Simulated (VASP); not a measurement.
Level of theory: PBEsol GGA, VASP's PBE PAW potentials (set 64) (plane waves; VASP 6.6.1).

The input files of a VASP run:

**INCAR**
```
ALGO = Normal
DIPOL = 0.5 0.5 0.5
EDIFF = 1E-5
EDIFFG = -0.03
ENCUT = 400
GGA = PS
IBRION = 2
IDIPOL = 3
ISIF = 2
ISMEAR = 1
LASPH = T
LCHARG = F
LDIPOL = T
LREAL = F
LWAVE = T
NELM = 100
NELMIN = 4
NSW = 50
PREC = Normal
SIGMA = 0.1
SYSTEM = Ca(100) slab
```

File KPOINTS:
```
K-points
0
Gamma
  7 7 1
0 0 0
```

**POSCAR**
```
Ca(100) slab
1
    3.8581960111     0.0000000000     0.0000000000
    0.0000000000     3.8581960111    -0.0000000000
   -0.0000000000    -0.0000000000    25.5801336079
Ca
4
Direct
  0.0000000000   0.5000000000   0.3400230000
  0.5000000000   0.0000000000   0.4466740000
  0.0000000000   0.5000000000   0.5533260000
  0.5000000000   0.0000000000   0.6599770000
```

POTCAR, in this order: Ca_sv (PBE.64 set). Program: vasp_std.

Task: What does the run give for the energy per atom (σ→0), band gap (on the k-mesh)?

Result: 
| Quantity | Result |
|---|---|
| energy per atom (σ→0) | -1.901 eV/atom |
| band gap (on the k-mesh) | none (metal, semimetal or under 0.01 eV) |

File OSZICAR:
```
...
   2 F= -.76027993E+01 E0= -.76020254E+01  d E =-.648651E-03
       N       E                     dE             d eps       ncg     rms          rms(c)
DAV:   1    -0.760204112949E+01    0.75261E-03   -0.11487E+00   480   0.874E+00    0.219E-01
DAV:   2    -0.760393090033E+01   -0.18898E-02   -0.28134E-02   592   0.136E+00    0.848E-02
DAV:   3    -0.760390110952E+01    0.29791E-04   -0.20733E-03   784   0.200E-01    0.321E-02
DAV:   4    -0.760391403098E+01   -0.12921E-04   -0.33835E-04   528   0.549E-02    0.148E-02
DAV:   5    -0.760391648696E+01   -0.24560E-05   -0.60291E-05   464   0.260E-02
   3 F= -.76039165E+01 E0= -.76031205E+01  d E =-.176586E-02
```

The cell is a thin slab with vacuum, built from Ca (fcc): (100) face.
